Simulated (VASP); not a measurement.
# SnTe: energy against volume

SnTe (rock salt, Fm-3m, 30.293 Å³/atom and stress up to 0.10 GPa in the relaxed cell, cube axes along x, y and z) under an equal strain ε along all three axes. LDA in VASP (plane waves, PAW), 480 eV, 8×8×8 Γ-centred mesh, Gaussian smearing 0.05 eV; ions are relaxed, or left where forces stay under 0.02 eV/Å, within the symmetry of each cell.

Here V stands for volume and E for E less E0.

| volume (Å³/atom) | E less E0 (meV/atom) | pressure (GPa) |
|---|---|---|
| 27.6476 | ? | ? |
| 28.5115 | 20.36 | 3.69 |
| 28.9502 | 11.56 | 2.70 |
| 29.3933 | 5.32 | 1.78 |
| 29.8409 | 1.50 | 0.91 |
| 30.2930 | 0.00 | 0.10 |
| 30.7497 | 0.70 | -0.65 |
| 31.2109 | 3.49 | -1.34 |
| 31.6767 | 8.26 | -1.98 |
| 32.1472 | 14.88 | -2.57 |

The 9 complete rows are fitted with the third-order Birch-Murnaghan form, a cubic in V^(-2/3), E against V. With u = V^(-2/3) - 0.1030, the rows have u = 0.0041486, 0.0030634, 0.0019948, 0.0009422, -0.0000945, -0.0011160, -0.0021222, -0.0031135, -0.0040905. Least squares gives E = 0.051 + 565.2·u + 1034376·u² + 2321232·u³. Residuals (row less fit): -0.004, 0.004, 0.007, -0.004, -0.007, -0.005, 0.002, 0.012, -0.008; standard error 0.009 (degrees of freedom: 5). Its minimum lies at u = -0.0002735, so V0 = (0.1027265)^(-3/2) = 30.37. There d²E/du² = 2065000 and d³E/du³ = 1.393e7, so B0 = (4/9) × 30.37^(-7/3) × 2065000 × 0.160218 = 51.1 GPa (the last factor turns the table's units into GPa), and B0' = 4 + (2/3) × 0.1027265 × (1.393e7)/2065000 = 4.5. B0' rests on the cubic coefficient alone and has a standard error of 0.1 from these residuals.

Q: Predict the withheld E at V = 27.6476 from the fit, and compare with the calculation.

A: u = 0.0063692, so E = 0.051 + 565.2 × 0.0063692 + 1034376 × 0.0063692² + 2321232 × 0.0063692³ = 46.212 meV/atom. The calculation gives 46.14 meV/atom, 0.072 meV/atom below the prediction (0.2 % of the range of E in the table). The row lies outside the fitted rows, so this is an extrapolation. From the scatter of the fitted rows alone, a prediction at this place has a standard error of 0.041 meV/atom, so the miss is 1.8 times that.

This level leaves no gap over 0.05 eV at strain 2.00 %. Spin-orbit coupling is left out, which can shift these values for the heavy elements here. Other structures, which can take over under pressure, weren't tried. The same form fitted to the pressure column gives B0' = 4.6; series where the two differ by over 0.4 aren't shown. SnTe stands in this structure, which distorts at low temperature. Rows are the converged runs of the series near zero and its far end, less any whose ions stayed unrelaxed beside relaxed ones; series whose fitted rows scatter by over a few per cent of the range, as at a crossing or softening among them, aren't shown in this form.
